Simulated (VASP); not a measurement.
## RhO (relaxed from the NiAs type structure, space group P6_3/mmc): computed properties

Computed with PBEsol GGA, VASP's PBE PAW potentials (set 64) (plane waves; VASP).

space group: P6_3/mmc (194)
cell: a = 3.043 Å, b = 3.043 Å, c = 5.323 Å, α = 90.00°, β = 90.00°, γ = 120.00°
volume per atom: 10.67 Å³/atom
band gap (over mesh and band path): none (metal, semimetal or under 0.01 eV)
density: 9.25 g/cm³

```xyz
4
Lattice="3.0428 0.0000 0.0000 -1.5214 2.6352 0.0000 0.0000 0.0000 5.3235" Properties=species:S:1:pos:R:3 pbc="T T T"
Rh     0.0000     0.0000     0.0000
Rh     0.0000     0.0000     2.6617
O      0.0000     1.7568     1.3309
O      1.5214     0.8784     3.9926
```

The structure was generated: RhO was put into the NiAs type type (P6_3/mmc), which need not be its known phase. It was relaxed first. Symmetry was kept, so distortions that lower it aren't found.
